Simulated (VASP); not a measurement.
Given:

```
AlTa
1.0
    3.19703     0.00000     0.00000
    0.00000     3.19703     0.00000
    0.00000     0.00000     3.19703
Ta Al
1 1
Cartesian
  0.00000   0.00000   0.00000
  1.59852   1.59852   1.59852
```

Computed with PBEsol GGA, VASP's PBE PAW potentials (set 64) (plane waves; VASP). Numerical set-up: 400 eV cut-off, Gaussian smearing of 0.050 eV, potentials Ta_pv Al.

Unless said otherwise, spin-orbit coupling is left out, though it shifts the bands of the heavy elements here.

Q: What does the run give for the band gap (along the path) with the smallest direct gap where there is one?

A: 
```json
{
 "band gap (along the path)": "none (metal, semimetal or under 0.01 eV)"
}
```

Only differences to runs with the same potentials and settings are physical.

The structure was generated: TaAl was put into the CsCl type type (Pm-3m), which need not be its known phase. It was relaxed first, which changed the volume by -40 %.
